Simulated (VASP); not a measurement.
# VSiN3 (R-3c) in VASP: density of states with LDA

Aim: the density of states of VSiN3 with LDA.

Everything below comes from runs of VASP 6.6.1. Logs are shortened: lines on timing, memory, paths and dates and some standing lists are left out, and cuts for length are marked.

### 1 The structure

The structure is trigonal, space group R-3c (No. 167). The conventional cell has a = 4.933 Å, b = 4.933 Å, c = 15.448 Å, α = 90.00°, β = 90.00°, γ = 120.00°. Si (site symmetry 32) is surrounded by 3 N at 1.48 Å. N (site symmetry 2) has 1 Si at 1.48 Å as nearest neighbours. V (site symmetry -3) is surrounded by 6 N at 2.16 Å.

The cell was built by a generator and needn't be a form met in nature.

### 2 Density of states, LDA

POSCAR reads:

```
VSiN3
1.0
    2.4666472400      4.2723541900      0.0000000000
   -2.4666472400      4.2723541900      0.0000000000
    0.0000000000     -2.8482354600      5.1494075700
Si N V
2 6 2
Direct
    0.2500000000      0.2500000000      0.7500000000
    0.7500000000      0.7500000000      0.2500000000
    0.9500000000      0.2500000000      0.7500000000
    0.5500000000      0.9500000000      0.7500000000
    0.2500000000      0.5500000000      0.7500000000
    0.0500000000      0.7500000000      0.2500000000
    0.4500000000      0.0500000000      0.2500000000
    0.7500000000      0.4500000000      0.2500000000
    0.0000000000      0.0000000000      0.0000000000
    0.5000000000      0.5000000000      0.5000000000
```

INCAR.step1 reads:

```
SYSTEM = VSiN3
PREC = Accurate ; ENCUT = 520
EDIFF = 1E-7 ; ISMEAR = 0
SIGMA = 0.0158 ; LREAL = .False.
LASPH = .True. ; NELM = 100
ALGO = Fast ; ISIF = 2
LWAVE = .False. ; LCHARG = .True.
LMAXMIX = 4 ; GGA = CA
NBANDS = 43
```

KPOINTS.step1 reads:

```
Automatic mesh
0
Gamma
  6 6 6
  0 0 0
```

INCAR.step2 reads:

```
SYSTEM = VSiN3
PREC = Accurate ; ENCUT = 520
EDIFF = 1E-7 ; ISMEAR = -5
SIGMA = 0.0158 ; LREAL = .False.
LASPH = .True. ; NELM = 100
ALGO = Fast ; ISIF = 2
LWAVE = .False. ; LCHARG = .False.
LMAXMIX = 4 ; GGA = CA
LORBIT = 11 ; NBANDS = 43
NEDOS = 2001 ; ICHARG = 11
```

KPOINTS.step2 reads:

```
Automatic mesh
0
Gamma
  9 9 9
  0 0 0
```

Potentials or basis: VASP PAW LDA potentials, release 64 (Si, N, V_sv).

The run is started by

```sh
$ cat potpaw_LDA.64/Si/POTCAR potpaw_LDA.64/N/POTCAR potpaw_LDA.64/V_sv/POTCAR > POTCAR
$ cp INCAR.step1 INCAR
$ cp KPOINTS.step1 KPOINTS
$ mpirun -np 1 vasp_std > vasp.out
$ cp INCAR.step2 INCAR
$ cp KPOINTS.step2 KPOINTS
$ mpirun -np 1 vasp_std > vasp.out
```

OUTCAR:

```text
SYSTEM = VSiN3
   PREC = Accurate
   ENCUT = 520
   EDIFF = 1E-7
   ISMEAR = -5
   LREAL = .False.
   LASPH = .True.
   NELM = 100
   ISIF = 2
   GGA = CA
   LORBIT = 11
   ICHARG = 11

 ion  position               nearest neighbor table
   1  0.250  0.250  0.750-   3 1.48   5 1.48   4 1.48
   2  0.750  0.750  0.250-   6 1.48   8 1.48   7 1.48
   3  0.950  0.250  0.750-   1 1.48   9 2.16  10 2.16
   4  0.550  0.950  0.750-   1 1.48   9 2.16  10 2.16
   5  0.250  0.550  0.750-   1 1.48  10 2.16   9 2.16
   6  0.050  0.750  0.250-   2 1.48   9 2.16  10 2.16
   7  0.450  0.050  0.250-   2 1.48   9 2.16  10 2.16
   8  0.750  0.450  0.250-   2 1.48  10 2.16   9 2.16
   9  0.000  0.000  0.000-   3 2.16   6 2.16   4 2.16   7 2.16   5 2.16   8 2.16
  10  0.500  0.500  0.500-   5 2.16   8 2.16   7 2.16   4 2.16   3 2.16   6 2.16

  LATTYP: Found a trigonal (rhomboedric) cell.
 ALAT       =     5.8846292224
 COS(alpha) =     0.6485966667

  Lattice vectors:

 A1 = (   2.4666472400,   1.4241187300,   5.1494075700)
 A2 = (  -2.4666472400,   1.4241187300,   5.1494075700)
 A3 = (   0.0000000000,  -2.8482354600,   5.1494075700)

Analysis of symmetry for initial positions (statically):
=====================================================================
 Subroutine PRICEL returns:
 Original cell was already a primitive cell.

 Routine SETGRP: Setting up the symmetry group for a
 trigonal (rhombohedral) supercell.

 Subroutine GETGRP returns: Found 12 space group operations
 (whereof  6 operations were pure point group operations)
 out of a pool of 12 trial point group operations.

The static configuration has the point symmetry S_6 .
 The point group associated with its full space group is D_3d.

Analysis of symmetry for dynamics (positions and initial velocities):
=====================================================================
 Subroutine PRICEL returns:
 Original cell was already a primitive cell.

 Routine SETGRP: Setting up the symmetry group for a
 trigonal (rhombohedral) supercell.

 Subroutine GETGRP returns: Found 12 space group operations
 (whereof  6 operations were pure point group operations)
 out of a pool of 12 trial point group operations.

The dynamic configuration has the point symmetry S_6 .
 The point group associated with its full space group is D_3d.

 Subroutine INISYM returns: Found 12 space group operations
 (whereof  6 operations are pure point group operations),
 and found     1 'primitive' translations

----------------------------------------------------------------------------------------

                                     Primitive cell

  volume of cell :     108.5329

  direct lattice vectors                    reciprocal lattice vectors
     2.466647240  4.272354190  0.000000000     0.202704299  0.117031495  0.064732350
    -2.466647240  4.272354190  0.000000000    -0.202704299  0.117031495  0.064732350
     0.000000000 -2.848235460  5.149407570     0.000000000  0.000000000  0.194197097

  length of vectors
     4.933290883  4.933290883  5.884627733     0.242849091  0.242849091  0.194197097

  position of ions in fractional coordinates (direct lattice)
     0.250000000  0.250000000  0.750000000
     0.750000000  0.750000000  0.250000000
     0.950000000  0.250000000  0.750000000
     0.550000000  0.950000000  0.750000000
     0.250000000  0.550000000  0.750000000
     0.050000000  0.750000000  0.250000000
     0.450000000  0.050000000  0.250000000
     0.750000000  0.450000000  0.250000000
     0.000000000  0.000000000  0.000000000
     0.500000000  0.500000000  0.500000000

  ion indices of the primitive-cell ions
   primitive index   ion index
                 1           1
                 2           2
                 3           3
                 4           4
                 5           5
                 6           6
                 7           7
                 8           8
                 9           9
                10          10

----------------------------------------------------------------------------------------

 KPOINTS: Automatic mesh

Automatic generation of k-mesh.
 Grid dimensions read from file:
 generate k-points for:    9    9    9

 Generating k-lattice:

  Cartesian coordinates                     Fractional coordinates (reciprocal lattice)
     0.022522700  0.013003499  0.007192483     0.111111111  0.000000000 -0.000000000
    -0.022522700  0.013003499  0.007192483     0.000000000  0.111111111 -0.000000000
     0.000000000  0.000000000  0.021577455     0.000000000  0.000000000  0.111111111

  Length of vectors
     0.026983232  0.026983232  0.021577455

  Shift w.r.t. Gamma in fractional coordinates (k-lattice)
     0.000000000  0.000000000  0.000000000

 TETIRR: Found    369 inequivalent tetrahedra from     4374

 Subroutine IBZKPT returns following result:
 ===========================================

 Found     85 irreducible k-points:

 Following reciprocal coordinates:
            Coordinates               Weight
  0.000000  0.000000  0.000000      1.000000
  0.111111 -0.000000  0.000000      6.000000
  0.222222 -0.000000  0.000000      6.000000
  0.333333  0.000000  0.000000      6.000000
  0.444444 -0.000000  0.000000      6.000000
  0.111111  0.111111  0.000000      6.000000
[... 16 lines left out ...]
 -0.333333  0.333333  0.000000      6.000000
  0.444444  0.444444  0.000000      6.000000
 [... further k-points ...]
   k-points           NKPTS =     85   k-points in BZ     NKDIM =     85   number of bands    NBANDS=     43
   number of dos      NEDOS =   2001   number of ions     NIONS =     10
   total plane-waves  NPLWV =  76800
   dimension x,y,z NGX =    40 NGY =   40 NGZ =   48
   dimension x,y,z NGXF=    80 NGYF=   80 NGZF=   96
   ions per type =               2   6   2
   NGX,Y,Z   is equivalent  to a cutoff of  13.48, 13.48, 13.56 a.u.
   NGXF,Y,Z  is equivalent  to a cutoff of  26.96, 26.96, 27.12 a.u.
 SYSTEM =  VSiN3
   PREC   = accura    normal or accurate (medium, high low for compatibility)
   ISTART =      0    job   : 0-new  1-cont  2-samecut
   ICHARG =     11    charge: 1-file 2-atom 10-const
   ISPIN  =      1    spin polarized calculation?
   LNONCOLLINEAR =      F non collinear calculations
   LSORBIT =      F    spin-orbit coupling
   LASPH  =      T    aspherical Exc in radial PAW
   ENCUT  =  520.0 eV  38.22 Ry    6.18 a.u.   9.17  9.17 10.94*2*pi/ulx,y,z
   NELM   =    100;   NELMIN=  2; NELMDL=  0     # of ELM steps
   EDIFF  = 0.1E-06   stopping-criterion for ELM
   LREAL  =      F    real-space projection
   EDIFFG = 0.1E-05   stopping-criterion for IOM
   NSW    =      0    number of steps for IOM
   IBRION =     -1    ionic relax: 0-MD 1-quasi-New 2-CG
   NFREE  =      0    steps in history (QN), initial steepest desc. (CG)
   ISIF   =      2    stress and relaxation
   ISYM   =      2    0-nonsym 1-usesym 2-fastsym
   POTIM  = 0.5000    time-step for ionic-motion
   TEBEG  =    0.0;   TEEND  =   0.0 temperature during run
   PSTRESS=    0.0 pullay stress
   NELECT =      64.0000    total number of electrons
   NUPDOWN=      -1.0000    fix difference up-down
   EMIN   =  10.00;   EMAX   =-10.00  energy-range for DOS
   EFERMI =   0.00;   METHOD = LEGACY
   ISMEAR =    -5;   SIGMA  =   0.02  broadening in eV -4-tet -1-fermi 0-gaus
   EFERMI_NEDOS =   21; number of points for ismear=-14 and -15
   IALGO  =     68    algorithm
   IMIX   =      4    mixing-type and parameters
     AMIX     =   0.40;   BMIX     =  1.00
     AMIX_MAG =   1.60;   BMIX_MAG =  1.00
  volume/ion in A,a.u.               =      10.85        73.24
  Fermi-wavevector in a.u.,A,eV,Ry     =   1.372822  2.594258 25.642096  1.884641
  Thomas-Fermi vector in A             =   2.498395
   LORBIT       =     11    0 simple, 1 ext, 2 COOP (PROOUT), +10 PAW based schemes
   GGA     = CA    functional components
   LHFCALC =     F    Hartree Fock is set to
   AEXX    =    0.0000 exact exchange contribution
   IVDW    =     0    specifies the selected vdW correction
   LEPSILON=     F    determine dielectric tensor
   LRPA    =     F    only Hartree local field effects (RPA)
 non-spin polarized calculation
 RMM-DIIS sequential band-by-band and
 Fermi weights with tetrahedron method with Bloechl corrections
  energy-cutoff  :      520.00
  volume of cell :      108.53
 maximum number of plane-waves:      2942
 NGX is ok and might be reduce to    40

 number of electron      64.0000007 magnetization

 Free energy of the ion-electron system (eV)
  ---------------------------------------------------
  ext. energy  EPLUGINS =         0.00000000
  ---------------------------------------------------
  free energy    TOTEN  =       -82.01573668 eV

  energy without entropy =      -82.01573668  energy(sigma->0) =      -82.01573668

 E-fermi :   5.3092     XC(G=0): -11.6234

 val. band max:        5.3850144762   @ k =   0.0000   0.0000   0.0000
 cond. band min:       5.2832369397   @ k =  -0.4444   0.4444   0.0000
 fundamental gap:     -0.1017775366
 Fermi energy:         5.3091627699

 k-point     1 :       0.0000    0.0000    0.0000
  band No.  band energies     occupation
      1     -59.3874      2.00000
      2     -59.3859      2.00000
      3     -33.5958      2.00000
      4     -33.5958      2.00000
      5     -33.5872      2.00000
      6     -33.5872      2.00000
[... 1093 lines left out ...]
     42       8.8646      0.00000
     43      12.3984      0.00000

 [... further k-points ...]

------------------------ aborting loop because EDIFF is reached ----------------------------------------

  FORCE on cell =-STRESS in cart. coord.  units (eV):
  Direction    XX          YY          ZZ          XY          YZ          ZX
  --------------------------------------------------------------------------------------
  -------------------------------------------------------------------------------------
  Total       28.9451520     28.9450957    -24.9244465      0.0000000     -0.0000032      0.0000000
  in kB      427.2920961    427.2912652   -367.9379192      0.0000000     -0.0000476      0.0000000
  external PRESSURE =     162.2151474 kB  Pullay stress =       0.0000000 kB

 VOLUME and BASIS-vectors are now :
 -----------------------------------------------------------------------------
  energy-cutoff  :      520.00
  volume of cell :      108.53
      direct lattice vectors                 reciprocal lattice vectors
     2.466647240  4.272354190  0.000000000     0.202704299  0.117031495  0.064732350
    -2.466647240  4.272354190  0.000000000    -0.202704299  0.117031495  0.064732350
     0.000000000 -2.848235460  5.149407570     0.000000000  0.000000000  0.194197097

 POSITION                                       TOTAL-FORCE (eV/Angst)
 -----------------------------------------------------------------------------------
      0.00000      0.00000      3.86206        -0.000000     -0.000000     -0.000000
      0.00000      5.69647      1.28735        -0.000000     -0.000000     -0.000000
      1.72665      2.99065      3.86206        -6.167292    -10.682053     -0.000000
     -0.98666      4.27235      3.86206        12.334585     -0.000000     -0.000000
     -0.73999      1.28171      3.86206        -6.167292     10.682053     -0.000000
     -1.72665      2.70582      1.28735         6.167292     10.682053      0.000000
      0.98666      1.42412      1.28735       -12.334585     -0.000000     -0.000000
      0.73999      4.41477      1.28735         6.167292    -10.682053      0.000000
      0.00000      0.00000      0.00000        -0.000000     -0.000000     -0.000000
      0.00000      2.84824      2.57470        -0.000000     -0.000000     -0.000000
 -----------------------------------------------------------------------------------
    total drift:                                0.000000      0.000000     -0.000000

  FREE ENERGIE OF THE ION-ELECTRON SYSTEM (eV)
  ---------------------------------------------------
  free  energy   TOTEN  =       -82.0157366799 eV

  energy  without entropy=      -82.0157366799  energy(sigma->0) =      -82.01573668

 total charge

# of ion       s       p       d       tot
------------------------------------------
    1        0.843   1.395   0.000   2.238
    2        0.843   1.395   0.000   2.238
    3        1.264   2.550   0.000   3.814
    4        1.264   2.550   0.000   3.814
    5        1.264   2.550   0.000   3.814
    6        1.264   2.550   0.000   3.814
    7        1.264   2.550   0.000   3.814
    8        1.264   2.550   0.000   3.814
    9        2.247   6.221   2.649  11.118
   10        2.247   6.221   2.649  11.118
--------------------------------------------------
tot         13.765  30.534   5.299  49.597
```

Run time: 8.5 min. Hardware: 1 thread of Intel Xeon 6975P-C (Granite Rapids), shared host; peak memory 0.4 GiB.

Results:

```
Valence electrons inside the program's atomic spheres : Si 2.24; N 3.81; V 11.12
```

States per cell in windows of 1 eV (zero at the Fermi level; states under -8 eV left out):
```tsv
from (eV)	total	V9_d	V10_d	N3_p	N5_p	N6_p	N8_p
-8.0	0.00	0.00	0.00	0.00	0.00	0.00	0.00
-7.0	0.03	0.00	0.00	0.00	0.00	0.00	0.00
-6.0	4.66	0.15	0.15	0.26	0.26	0.26	0.26
-5.0	6.60	0.36	0.36	0.40	0.40	0.40	0.40
-4.0	5.73	0.52	0.52	0.38	0.38	0.38	0.38
-3.0	6.99	0.54	0.54	0.51	0.51	0.51	0.51
-2.0	6.31	0.41	0.41	0.50	0.50	0.50	0.50
-1.0	5.80	0.61	0.61	0.44	0.44	0.44	0.44
0.0	8.76	3.19	3.19	0.18	0.18	0.18	0.18
1.0	3.44	1.07	1.07	0.12	0.12	0.12	0.12
2.0	3.89	1.29	1.29	0.11	0.11	0.11	0.11
3.0	4.38	1.27	1.27	0.17	0.17	0.17	0.17
4.0	0.00	0.00	0.00	0.00	0.00	0.00	0.00
5.0	0.13	0.00	0.00	0.00	0.00	0.00	0.00
6.0	1.41	0.02	0.02	0.03	0.03	0.03	0.03
7.0	0.46	0.01	0.01	0.01	0.01	0.01	0.01
```

Caveat: the run has no spin polarisation, though such a crystal can be magnetic; tetrahedron occupations give inexact forces and stress in metals.
